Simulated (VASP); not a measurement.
# Nb (Niobium): input slips in a relaxation and what they do, part 2 of 2

Aim: see how common mistakes in a VASP relaxation show up, on Nb (Niobium). The starting structure is a measured crystal structure from the Crystallography Open Database. The first relaxation on each setting starts from this cell expanded by 3 % in volume.

VASP 6.6.1.

Results so far: reference 17.46 Å³ an atom; a smearing far too wide 18.70 Å³ an atom.

### Step 4. Relaxation with too few ionic steps (continued)

Level of this step: PBEsol; plane waves and PAW (Nb_sv) (VASP).

Parts of OUTCAR (step 4):

```text
  Total        2.2792119      2.2792119      2.2792119      0.0000000      0.0000000      0.0000000
  in kB      232.4664494    232.4664494    232.4664494      0.0000000      0.0000000      0.0000000
  external PRESSURE =     232.4664494 kB  Pullay stress =       0.0000000 kB

 POSITION                                       TOTAL-FORCE (eV/Angst)
 -----------------------------------------------------------------------------------
      0.00000      0.00000      3.15540        -0.000000      0.000000     -0.000000
 -----------------------------------------------------------------------------------
    total drift:                               -0.000000     -0.000000      0.000000

  FREE ENERGIE OF THE ION-ELECTRON SYSTEM (eV)
  ---------------------------------------------------
  free  energy   TOTEN  =       -10.8340151083 eV

  energy  without entropy=      -10.8341481685  energy(sigma->0) =      -10.83405946

[... 1 part as in an earlier step ...]

[... 2 further parts left out ...]
[key lines of the parts left out:]
E-fermi :  13.0946
```

The relaxation used up its 2 ionic steps (NSW) before forces and stress met EDIFFG.

### Step 5. Relaxation with a functional's name that the tag doesn't take

A slip made on purpose: a functional's name that the tag doesn't take. Against step 2 the input has GGA = PBESOL (also changed: NELM).

File INCAR:

```
SYSTEM = Nb
PREC = Accurate
ENCUT = 450
EDIFF = 1E-06
NELM = 60
ISMEAR = 1
SIGMA = 0.15
LREAL = .FALSE.
ALGO = Normal
GGA = PBESOL
NBANDS = 12
LORBIT = 11
LWAVE = .FALSE.
LCHARG = .FALSE.
KPAR = 4
IBRION = 2
NSW = 50
ISIF = 3
EDIFFG = -0.006
```

File POSCAR:

```
Nb
1.0
   -1.6665396765      1.6665396765      1.6665396765
    1.6665396765     -1.6665396765      1.6665396765
    1.6665396765      1.6665396765     -1.6665396765
Nb
1
Direct
    0.0000000000      0.0000000000      0.0000000000
```

File KPOINTS:

```
Automatic mesh
0
Gamma
18 18 18
0 0 0
```

PAW data sets: Nb_sv (PBE family, release 64).

Command:

```sh
$ mpirun -np 4 vasp_std
```

Log:

```text
[banner, memory and clock lines left out]
running    4 mpi-ranks, on    1 nodes
[...]
|                                                                             |
|     EEEEEEE  RRRRRR   RRRRRR   OOOOOOO  RRRRRR      ###     ###     ###     |
|     E        R     R  R     R  O     O  R     R     ###     ###     ###     |
|     E        R     R  R     R  O     O  R     R     ###     ###     ###     |
|     EEEEE    RRRRRR   RRRRRR   O     O  RRRRRR       #       #       #      |
|     E        R   R    R   R    O     O  R   R                               |
|     E        R    R   R    R   O     O  R    R      ###     ###     ###     |
|     EEEEEEE  R     R  R     R  OOOOOOO  R     R     ###     ###     ###     |
|                                                                             |
|     Error: One of the selected functionals does not exist.                  |
|                                                                             |
|       ---->  I REFUSE TO CONTINUE WITH THIS SICK JOB ... BYE!!! <----       |
|                                                                             |

1
1
1
1
```

It took 4.6 s on 4 MPI ranks of Intel Xeon 6975P-C (Granite Rapids), shared host.

VASP stopped with this message: “Error: One of the selected functionals does not exist”.

### Step 6. Relaxation with a leftover external pressure of 100 kbar

A slip made on purpose: a leftover external pressure of 100 kbar. Against step 2 the input has PSTRESS = 100 (also changed: NELM).

Edit INCAR of step 5 so:

```diff
@@ -9,3 +9,3 @@
 ALGO = Normal
-GGA = PBESOL
+GGA = PS
 NBANDS = 12
@@ -19 +19,2 @@
 EDIFFG = -0.006
+PSTRESS = 100
```

POSCAR is that of step 5.

KPOINTS is that of step 5.

Command:

```sh
$ mpirun -np 4 vasp_std
```

Log:

```text
[... set-up lines as in an earlier step ...]
 entering main loop
       N       E                     dE             d eps       ncg     rms          rms(c)
[... 12 cycles as in an earlier step ...]
   1 F= -.97639193E+01 E0= -.97637444E+01  d E =-.976392E+01
[...]
2 F= -.91685516E+01 E0= -.91685168E+01  d E =0.595368E+00
[...]
3 F= -.98887168E+01 E0= -.98886513E+01  d E =-.124798E+00
[...]
4 F= -.98893569E+01 E0= -.98892916E+01  d E =-.125438E+00
[...]
5 F= -.98894026E+01 E0= -.98893374E+01  d E =-.125483E+00
[...]
reached required accuracy - stopping structural energy minimisation
```

Run time: 15 s. Hardware: 4 MPI ranks; peak memory 0.65 GiB; 56 s of CPU time.

OUTCAR, selected parts (step 6):

```text
  Total        1.0403902      1.0403902      1.0403902      0.0000000      0.0000000      0.0000000
  in kB      100.3545994    100.3545994    100.3545994      0.0000000      0.0000000      0.0000000
  external PRESSURE =       0.3545994 kB  Pullay stress =     100.0000000 kB

 POSITION                                       TOTAL-FORCE (eV/Angst)
 -----------------------------------------------------------------------------------
      0.00000      0.00000      0.00000        -0.000000     -0.000000     -0.000000
 -----------------------------------------------------------------------------------
    total drift:                                0.000000     -0.000000     -0.000000

  FREE ENERGIE OF THE ION-ELECTRON SYSTEM (eV)
  ---------------------------------------------------
  free  energy   TOTEN  =       -10.9261166558 eV

  energy  without entropy=      -10.9259210754  energy(sigma->0) =      -10.92605146

[... 2 parts as in an earlier step ...]

[... 2 further parts left out ...]
[key lines of the parts left out:]
E-fermi :  12.2144
```

With a leftover external pressure of 100 kbar the cell ends at 16.610 Å³ an atom, -4.87 % from the reference.

### Step 7. Comparison

| run | ended | volume (Å³/atom) | change (%) | pressure left (GPa) | core minutes |
| --- | --- | --- | --- | --- | --- |
| reference | converged | 17.46 | - | 0.01 | 1.33 |
| a smearing far too wide | converged | 18.697 | 7.09 | -0.01 | 0.587 |
| too few ionic steps | not converged | - | - | - | 0.507 |
| a functional's name that the tag doesn't take | stopped by VASP | - | - | - | 0.307 |
| a leftover external pressure of 100 kbar | converged | 16.61 | -4.87 | 10.04 | 0.973 |

Core minutes are wall time times ranks, summed over the relaxations behind a row (those for a bulk modulus apart), on shared hosts.

### Step 8. Summary of results

```json
{
  "volume of the reference": "17.46 Å³/atom",
  "volume against the reference, a smearing far too wide": "+7.09 %",
  "volume against the reference, a leftover external pressure of 100 kbar": "-4.87 %",
  "run with too few ionic steps": "not converged",
  "run with a functional's name that the tag doesn't take": "stopped by VASP"
}
```

**Reading.** VASP stopped by itself in the run with a functional's name that the tag doesn't take. The run with too few ionic steps didn't converge. Finished, but with signs in the output that stand out against the reference: a smearing far too wide, with the volume changed by +7.1 % (signs: 1.4 GPa at the first ionic step (of the first relaxations, not shown; reference: -9.6 GPa) and a large entropy term in the energy); a leftover external pressure of 100 kbar, with the volume changed by -4.9 % (signs: the Pulay stress that OUTCAR prints, which here is the typed pressure and an energy that rises by up to 0.6 eV an atom on the way). The reference was restarted once and the runs with a slip weren't, so their cells may not have settled fully. Further runs on this material are not shown.

[Lines on the potential files, build, host, timing and source positions are cut from VASP's logs without a mark.]

[Logs are printed without paths, hosts, clocks, repeated set-up lines and the standing remarks that a program may print on its own settings, such as how far it seeks lower states.]

[Hosts, paths, dates, database ids (printed as entryN), source tags and the programs' standing remarks are cut or masked in the printed files.]
